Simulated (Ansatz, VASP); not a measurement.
# GaN in two plane-wave programs, part 2 of 2

Aim: how closely do two programs agree when they are given the same cell, functional and k mesh? The cell is taken from a series of runs on this material, whose earlier steps may have relaxed, scaled, displaced or heated it; both programs get it as it stands.

VASP 6.6.1 and Ansatz 0.2.0.

So far: Set-up; VASP: single point, HSE06.

**3. Ansatz: single point, HSE06**

Level of this step: Ansatz beside VASP: Kohn-Sham DFT, plane waves, HSE06 (Ansatz).

Ansatz runs on its PAW soft_1 files.

The same cell, functional, mesh and smearing now go to Ansatz.

File input.yaml:

```yaml
crystal:
  lattice:
    - [3.15083241, 0.0, 0.0]
    - [-1.575416205, 2.7287009101, 0.0]
    - [0.0, 0.0, 5.2107917312]
  atoms:
    - { symbol: Ga, position: [0.3333333333, 0.6666666667, -0.0010341365] }
    - { symbol: Ga, position: [0.6666666667, 0.3333333333, 0.4989658635] }
    - { symbol: "N", position: [0.6666666667, 0.3333333333, 0.1249414365] }
    - { symbol: "N", position: [0.3333333333, 0.6666666667, 0.6249414365] }
kpoints:
  mp_grid: { grid: [7, 7, 4] }
scf:
  occupations: { method: fermi_dirac, width: 0.02 }
hamiltonian:
  xc: hse06
  pseudopotentials: { kind: paw, azcp: { folder: soft_1 } }
basis:
  ecutwfc: 600
output:
  forces: true
  stress: true
```

The run is started by

```sh
ansatz run input.yaml --threads 8 --pin off --max-ram 18432MiB --backend cpu --events-out ev --progress --plain --runs-dir out
```

Numbers of over 12 decimals in the logs are rounded to 6 here.

The log of the run:

```text
Warning: output.stress: scf.convergence.dr2_threshold = 1e-7 eV (the SCF's general default) is looser than the 4e-10 eV advised for a printed stress (1e-10 eV for each atom of the cell: 4). What an SCF threshold leaves in a stress goes as its square root, and in the free energy as the threshold itself, and one threshold admits the most on a small cell: [figures from the program's tests cut] Set scf.convergence.dr2_threshold to 4e-10 eV or tighter. The threshold is an SCF's pass mark: one that does not reach it within its budget of iterations ends unconverged, or closes short of it on a stop that the run arms, and scf.convergence.dr2_threshold's page says what that costs each kind of run
Warning: output.stress: scf.exx.energy_threshold = 1e-6 eV is looser than the 4e-8 eV advised for a stress under a hybrid functional (1e-8 eV for each atom of the cell: 4). Every SCF of the exchange loop can meet its threshold on dr2 while the loop round them stops early: no threshold on dr2 bounds what that leaves in the stress. Set scf.exx.energy_threshold to 4e-8 eV or tighter. The threshold is the loop's pass mark: a loop that does not reach it within its budget of cycles ends unconverged, and scf.exx.energy_threshold's page has the law
Engine: ansatz 0.2.0, aarch64-unknown-linux-gnu
Pseudopotentials: kind: paw
Pseudopotential: Ga, paw, valence charge 13, recommended cutoff 420 eV (normal), soft_1/Ga.paw.azcp
Pseudopotential: N, paw, valence charge 5, recommended cutoff 420 eV (normal), soft_1/N.paw.azcp
Functional definition: HSE06
  parameter a = 0.25
  parameter omega = 0.11/bohr
  exchange = pbe_x - a*pbe_x_sr(omega) + a*exact_x_sr(omega)
  correlation = pbe_c
Crystal: 4 atoms, lattice volume = 44.801 Å³
Basis set: ecut = 600 eV, 1521 PW (Γ), exchange–correlation on 54×54×90 points (8 copies of the dense FFT grid, shifted against one another)
Bands: 22, of which v1, the nominal top of the filled ones, is band 18 counted from 1 (17 counted from 0)
Symmetry: 12 space group operations
Space group: P63mc (ITA 186), of the structure as read, at distance tolerance 3.6e-5 Å
k-points: 24 of 196 (time reversal used)
Non-local potential: Ga, projectors of the file, l = 0: 2, l = 1: 2, l = 2: 3, l = 3: 1
Non-local potential: N, projectors of the file, l = 0: 2, l = 1: 2, l = 2: 1
PAW form: soft (Blöchl's): semilocal exchange-correlation on the pseudo side does not see the compensation charge
PAW frozen core: Ga, regenerated for the run's functional, and the local potential with it (the file was generated under x = pbe(κ = 0.804, μ = 0.219515), c = pbe(β = 0.066725))
PAW frozen core: N, regenerated for the run's functional, and the local potential with it (the file was generated under x = pbe(κ = 0.804, μ = 0.219515), c = pbe(β = 0.066725))
PAW one-centre angular grid: Ga, 590 points (default); XC on 64 Gauss nodes
PAW one-centre angular grid: N, 110 points (default); XC on 64 Gauss nodes
Initial density: superposition of atomic densities (chi_scale 0.1, normalization cell, long waves kept (reshape's long-wave potential 0.00 eV rms))
Initial wavefunctions: pseudopotential atomic-orbital guess
Functional: x = pbe(κ = 0.804, μ = 0.219515), c = pbe(β = 0.066725), warm-up for x = pbe(κ = 0.804, μ = 0.219515) + 0.25 (exact − pbe) at short range (hse, ω = 0.207870 Å⁻¹), c = pbe(β = 0.066725); HSE06 as pw.x's `hse` composes it (authors' and Libxc's form: `xc: wpbeh`)
SCF iter   1: F=—  HF=-8337.109715 eV  |F-HF|=—  |Δ(HF+E_count)|=         —  Δρ=1.17e-1  dr2=5.35e0  ethr=1.00e-1  ⟨swp⟩=4.2  Hψ=1466  notcnv=0
preconditioner: auto → none  [insulator: Δε(μ)=2.823 eV  Ē_g=17.020 eV  σ=0.020 eV  W_gap=1.00  n_scr=22 (ndim 8)  ℏωp=33.3 eV  f_vac=0.000  D(μ)=0.00/eV (n_scr^D=0)]
iter 2 solved again at ethr=1.15e-3 eV; its pass at ethr=1.49e-2 eV (dr2=4.13e-1 eV) is discarded
SCF iter   2: F=—  HF=-8335.847970 eV  |F-HF|=—  |Δ(HF+E_count)|=    1.26e0  Δρ=4.00e-2  dr2=4.02e-1  ethr=1.15e-3  ⟨swp⟩=2.7  Hψ=2385  notcnv=0  defer=2
SCF iter   3: F=—  HF=-8335.789944 eV  |F-HF|=—  |Δ(HF+E_count)|=   5.80e-2  Δρ=1.06e-2  dr2=2.04e-2  ethr=1.12e-3  ⟨swp⟩=3.1  Hψ=1116  notcnv=0  defer=2
SCF iter   4: F=—  HF=-8335.794985 eV  |F-HF|=—  |Δ(HF+E_count)|=   5.04e-3  Δρ=1.59e-3  dr2=8.33e-4  ethr=5.66e-5  ⟨swp⟩=5.4  Hψ=1662  notcnv=0  defer=11
SCF iter   5: F=-8335.794820 eV  HF=-8335.794870 eV  |F-HF|=4.97e-5  |Δ(HF+E_count)|=   1.15e-4  Δρ=2.67e-4  dr2=2.38e-5  ethr=2.31e-6  ⟨swp⟩=3.3  Hψ=1266  notcnv=0  defer=1
SCF 1 stopped early in 5 iterations: F = -8335.794820 eV  dr2 = 2.38e-5
  greatest PAW one-centre occupation: 0.995 electrons in one spin orbital (limit 2), on the Ga atom at site 0 (counted from 0), in its partial waves of l = 2
Initial density: handed on by an earlier stage of this run
Initial wavefunctions: those handed on with the density
Functional: x = pbe(κ = 0.804, μ = 0.219515) + 0.25 (exact − pbe) at short range (hse, ω = 0.207870 Å⁻¹), c = pbe(β = 0.066725); HSE06 as pw.x's `hse` composes it (authors' and Libxc's form: `xc: wpbeh`)
Exchange kernel: α = 0.2500, screened, ω = 0.2079 Å⁻¹, Wigner–Seitz truncation, v(0) = 1046.1132 eV·Å³, q-mesh 7×7×4, nearest image of the exchange supercell L = 20.84 Å, pair-density grid 18×18×30, without the augmentation charges, whose exchange is taken in its separable form by FFT convolution over the k-point mesh (sized by the pseudopotential files, 24×24×45 at the most), smooth part of the exact exchange by density-matrix convolution
Frozen-core exchange: fock
SCF iter   1: F=—  HF=-8336.830095 eV  |F-HF|=—  |Δ(HF+E_count)|=         —  Δρ=1.90e-2  dr2=6.43e-2  ethr=6.62e-7  ⟨swp⟩=10.3  Hψ=2990  notcnv=0
preconditioner: auto → none  [insulator: Δε(μ)=3.200 eV  Ē_g=19.831 eV  σ=0.020 eV  W_gap=1.00  n_scr=22 (ndim 8)  ℏωp=33.3 eV  f_vac=0.007  D(μ)=0.00/eV (n_scr^D=0)]
SCF iter   2: F=—  HF=-8336.803622 eV  |F-HF|=—  |Δ(HF+E_count)|=   2.65e-2  Δρ=3.55e-3  dr2=7.31e-3  ethr=6.62e-7  ⟨swp⟩=5.0  Hψ=2340  notcnv=0
SCF iter   3: F=—  HF=-8336.818937 eV  |F-HF|=—  |Δ(HF+E_count)|=   1.53e-2  Δρ=3.32e-3  dr2=2.61e-3  ethr=6.62e-7  ⟨swp⟩=5.0  Hψ=2240  notcnv=0
SCF iter   4: F=—  HF=-8336.818597 eV  |F-HF|=—  |Δ(HF+E_count)|=   3.40e-4  Δρ=1.04e-3  dr2=2.71e-4  ethr=6.62e-7  ⟨swp⟩=4.0  Hψ=1689  notcnv=0
[...]
SCF 2 stopped early in 6 iterations: F = -8336.819082 eV  dr2 = 2.15e-6
  Residual-converged pass: ⟨swp⟩=3.9  Hψ=1626  notcnv=0  max |occ|·‖R‖ = 6.0e-6 eV (tolerance 6.7e-6 eV)  dr2=2.09e-6  dr2_onsite=2.43e-8  max |Δocc| = 0.0e0
hybrid outer 1: dexx = +1.791e-2 eV, tail = 7.43e-5 eV
Exchange kernel: α = 0.2500, screened, ω = 0.2079 Å⁻¹, Wigner–Seitz truncation, v(0) = 1046.1132 eV·Å³, q-mesh 7×7×4, nearest image of the exchange supercell L = 20.84 Å, pair-density grid 18×18×30, without the augmentation charges, whose exchange is taken in its separable form by FFT convolution over the k-point mesh (sized by the pseudopotential files, 24×24×45 at the most), smooth part of the exact exchange by density-matrix convolution
Frozen-core exchange: fock
SCF iter   1: F=—  HF=-8336.818340 eV  |F-HF|=—  |Δ(HF+E_count)|=         —  Δρ=1.05e-4  dr2=4.48e-6  ethr=1.03e-6  ⟨swp⟩=5.2  Hψ=1300  notcnv=0
preconditioner: auto → none  [insulator: Δε(μ)=3.248 eV  Ē_g=19.658 eV  σ=0.020 eV  W_gap=1.00  n_scr=22 (ndim 8)  ℏωp=33.3 eV  f_vac=0.009  D(μ)=0.00/eV (n_scr^D=0)]
SCF iter   2: F=—  HF=-8336.818340 eV  |F-HF|=—  |Δ(HF+E_count)|=   1.97e-7  Δρ=3.41e-5  dr2=5.46e-7  ethr=1.21e-8  ⟨swp⟩=4.0  Hψ=1342  notcnv=0
SCF iter   3: F=—  HF=-8336.818340 eV  |F-HF|=—  |Δ(HF+E_count)|=   1.57e-7  Δρ=4.13e-5  dr2=7.98e-7  ethr=1.14e-9  ⟨swp⟩=4.0  Hψ=1436  notcnv=0
SCF iter   4: F=—  HF=-8336.818340 eV  |F-HF|=—  |Δ(HF+E_count)|=   1.78e-7  Δρ=1.76e-5  dr2=2.90e-7  ethr=1.14e-9  ⟨swp⟩=3.0  Hψ=1094  notcnv=0
SCF iter   5: F=—  HF=-8336.818343 eV  |F-HF|=—  |Δ(HF+E_count)|=   2.79e-6  Δρ=1.59e-5  dr2=7.79e-8  ethr=3.33e-10  ⟨swp⟩=4.2  Hψ=1898  notcnv=0
SCF iter   6: F=—  HF=-8336.818343 eV  |F-HF|=—  |Δ(HF+E_count)|=   2.52e-8  Δρ=3.99e-6  dr2=5.87e-9  ethr=2.13e-10  ⟨swp⟩=3.0  Hψ=1083  notcnv=0
SCF iter   7: F=—  HF=-8336.818343 eV  |F-HF|=—  |Δ(HF+E_count)|=  9.86e-10  Δρ=5.90e-7  dr2=1.36e-8  ethr=1.26e-11  ⟨swp⟩=4.0  Hψ=1635  notcnv=0
SCF iter   8: F=—  HF=-8336.818343 eV  |F-HF|=—  |Δ(HF+E_count)|=   9.23e-8  Δρ=5.13e-6  dr2=1.17e-8  ethr=1.00e-12  ⟨swp⟩=5.0  Hψ=1963  notcnv=0
SCF iter   9: F=—  HF=-8336.818343 eV  |F-HF|=—  |Δ(HF+E_count)|=   3.79e-9  Δρ=4.50e-7  dr2=8.99e-10  ethr=1.00e-12  ⟨swp⟩=4.0  Hψ=1578  notcnv=0
SCF iter  10: F=-8336.818343 eV  HF=-8336.818343 eV  |F-HF|=2.35e-10  |Δ(HF+E_count)|=   4.06e-9  Δρ=7.47e-7  dr2=3.25e-10  ethr=1.00e-12  ⟨swp⟩=4.0  Hψ=1240  notcnv=0
SCF 3 converged in 10 iterations: F = -8336.818343 eV  dr2 = 3.25e-10
  Residual-converged pass: ⟨swp⟩=3.0  Hψ=1239  notcnv=0  max |occ|·‖R‖ = 6.0e-7 eV (tolerance 6.3e-7 eV)  dr2=3.25e-10  dr2_onsite=1.19e-11  max |Δocc| = 0.0e0
hybrid outer 2: dexx = +1.725e-6 eV, tail = 5.70e-8 eV, Δε = 4.16e-3 eV (about 1.25e-4 eV left of the loop's levels), ΔF = 9.19e-5 eV/Å (tail 5.82e-5)
hybrid SCF converged: 2 outer / 16 inner (+5 warm-up), last move |dexx| = 1.72e-6 eV, tail = 5.70e-8 eV
Stability not checked: this state was not tested for a lower state beside it, because the functional holds exact exchange (a hybrid, or Hartree-Fock), whose exchange loop this test does not read (fock_operator; see scf.lower_state_search)
Free energy (F): -8336.818341 eV
Frozen-core exchange: fock
Harris-Foulkes:  -8336.818341 eV  (|F-HF|=2.35e-10)
Internal energy: -8336.818341 eV  (E = F + TS)
E sigma→0 (E₀):  -8336.818341 eV
Fermi energy:    10.803232 eV
--- Per-component energies (eV) ---
  E_band       = -83.235469
  E_kinetic    = 481.610256
  E_local      = -2807.590654  (includes V_loc(G=0)·N_el)
  E_nonlocal   = -108.283697
  E_hartree    = 1793.158276
  E_xc         = -197.320964
  E_vxc        = -209.738042  (∫ρ·V_xc dr)
  E_exx        = -124.183984  (= α·E_x^exact, valence–valence)
  E_paw        = -4179.720264  (= ΣΔE_a)
  E_vpaw       = -777.180474  (= ΣTr[D̂ρ^β])
  E_aug_tail   = 0.000004  (compensation charges beyond the density's cutoff)
  E_ewald      = -3194.667521
  E_core_change = 0.180208  (= ΣΔE_core)
  E_smearing   = -0.000000  (= −TS)
  E_closure    = -0.000001  (closes the sum)
  Σ components = -8336.818341   (vs F -8336.818341, Δ=0.00e0)
--- Forces (eV/Å), atoms counted from 1 ---
  atom   1  Ga    -0.00000000     0.00000000     0.02463411
  atom   2  Ga    -0.00000000    -0.00000000     0.02463411
  atom   3  N      0.00000000     0.00000000    -0.02461641
  atom   4  N     -0.00000000    -0.00000000    -0.02461641
  max |Σ_I F_I| component: 3.54e-5 eV/Å
--- Stress (GPa, compression-positive) ---
        4.872129       0.000000      -0.000000
        0.000000       4.872129      -0.000000
       -0.000000       0.000000      -0.320661
  P = ⅓ Tr σ = 3.1412 GPa (31.412 kbar)
--- Band table (eV; the first three rows and the last of 24) ---
  k-point 0: bands = [... 14 lower, 8.0753, 9.0407, 9.1719, 9.1719, 12.4207, 15.1424]
  k-point 1: bands = [... 14 lower, 8.2285, 8.2285, 9.0037, 9.0037, 13.6393, 15.2255]
  k-point 2: bands = [... 14 lower, 8.6086, 8.6086, 8.6086, 8.6086, 14.9907, 14.9907]
  k-point 23: bands = [... 14 lower, 4.8972, 4.8972, 7.3901, 7.3901, 16.6365, 16.6365]
  guard bands above this table: 2 of the run's 22 bands. The solve was not asked for them (output.publish_guard_bands: true or output.eigenvalues: true publishes all)
```

The column dr2 measures how far the density is from self-consistency, as an energy; F and HF (Harris–Foulkes) agree once it is small.

The run ends at a pressure of 3.14 GPa, with forces up to 0.025 eV/Å.

**4. Differences**

Known differences besides the potentials themselves: exact exchange at q = 0 is treated differently, which shows on coarse meshes; VASP keeps PBE cores, Ansatz makes them for the functional; the cutoff is 600 eV in Ansatz and 520 eV in VASP; VASP takes a coarser grid for exact exchange (PRECFOCK = Fast). Total energies have different zeros and are not compared.

The two programs side by side:

```
              quantity  Ansatz   VASP  difference
        pressure (GPa)    3.14   2.97       +0.17
gap on the k mesh (eV)   3.249  3.263      -0.014
```

A gap on the mesh is an upper bound, since the band edges may lie between its points.

**5. Results**

```json
{"difference in gap on the k mesh (single point, HSE06)": "-0.014 eV"}
```

The difference in gap on the k mesh is -0.014 eV (single point, HSE06), within the 0.08 eV picked in this series as the mark of a large difference. How closely two codes agree says nothing of how well the functional describes the real material.

[Lines on the potential files, build, host, timing and source positions are cut from VASP's logs without a mark.]

[Logs are printed without paths, hosts, clocks, repeated set-up lines and the standing remarks that a program may print on its own settings, such as how far it seeks lower states.]

[Hosts, paths, dates, database ids (printed as entryN), source tags and the programs' standing remarks are cut or masked in the printed files.]
